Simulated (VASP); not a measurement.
Shape and ions are relaxed at each volume.

Energy against volume of Zr (hcp). Method: AM05 GGA, VASP's PBE PAW potentials (set 64) (plane waves; VASP 6.6.1).

```tsv
V (Å³/atom)	E (eV/atom)
21.147	-8.81270
21.822	-8.83373
22.497	-8.84091
23.172	-8.83571
23.847	-8.81950
```

Fit a third-order Birch-Murnaghan equation of state.

| Quantity | Result |
|---|---|
| volume per atom | 22.54 Å³/atom |
| bulk modulus | 97.2 GPa |
| pressure derivative of the bulk modulus | 2.82 |

The compound is Zr in the hcp structure. It was relaxed first.
